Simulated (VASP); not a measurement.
Input:

```
SrCl2
1.0
    0.00000     3.45475     3.45475
    3.45475     0.00000     3.45475
    3.45475     3.45475     0.00000
Sr Cl
1 2
Direct
  0.00000   0.00000   0.00000
  0.25000   0.25000   0.25000
  0.75000   0.75000   0.75000
```

Computed with PBE GGA with D4 dispersion, VASP's PBE PAW potentials (set 64) (plane waves; VASP). Settings: 520 eV cut-off, 6×6×6 Γ-centred mesh, Gaussian smearing of 0.050 eV, potentials Sr_sv Cl.

Question: Give the stress tensor in GPa (positive for a compressed cell).

Answer: 
```
1.08  0.00  0.00
0.00  1.08  0.00
0.00  0.00  1.08
```
The pressure is its mean diagonal, 1.08 GPa.

The compound is SrCl2 in the fluorite structure. This cell is one point of a volume scan, at 0.97 of the reference volume.
